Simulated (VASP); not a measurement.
Here is a VASP 6.6.1 calculation.

File INCAR:

```
SYSTEM = TaRu
ALGO = Normal ; DIPOL = 0.5 0.5 0.500
EDIFF = 1E-6 ; EDIFFG = -0.01
ENCUT = 520 ; GGA = PS
IBRION = 2 ; IDIPOL = 3
ISIF = 2 ; ISMEAR = -1
IVDW = 13 ; LASPH = .TRUE.
LCHARG = .FALSE. ; LDIPOL = .TRUE.
LREAL = .FALSE. ; LWAVE = .FALSE.
NELM = 60 ; NSW = 40
PREC = Accurate ; SIGMA = 0.05
```

The input KPOINTS:

```
k-points
0
G
  6 6 1
  0 0 0
```

The input POSCAR:

```
TaRu
1.0
    3.1870000000      0.0000000000      0.0000000000
    0.0000000000      3.1870000000      0.0000000000
    0.0000000000      0.0000000000     26.1545000000
Ta Ru
4 4
Selective dynamics
Direct
    0.5000000000      0.5000000000      0.2867575369  F F F
    0.5000000000      0.5000000000      0.4086103730  F F F
    0.5000000000      0.5000000000      0.5304632090  T T T
    0.5000000000      0.5000000000      0.6523160450  T T T
    0.0000000000      0.0000000000      0.3476839550  F F F
    0.0000000000      0.0000000000      0.4695367910  F F F
    0.0000000000      0.0000000000      0.5913896270  T T T
    0.0000000000      0.0000000000      0.7132424631  T T T
```

Potentials or basis: VASP PAW PBE potentials, release 64 (Ta_pv, Ru_pv).

The run is started by

```sh
$ cat potpaw_PBE.64/Ta_pv/POTCAR potpaw_PBE.64/Ru_pv/POTCAR > POTCAR
$ mpirun -np 1 vasp_std > vasp.out
```

(1) Estimate the dispersion energy per atom.

(2) Predict the energy gained by relaxing.

(3) Estimate the band gap on the k mesh.

Answers

(1) -0.199 eV.

(2) 92.1 meV/atom.

(3) none (metal or under the smearing width).
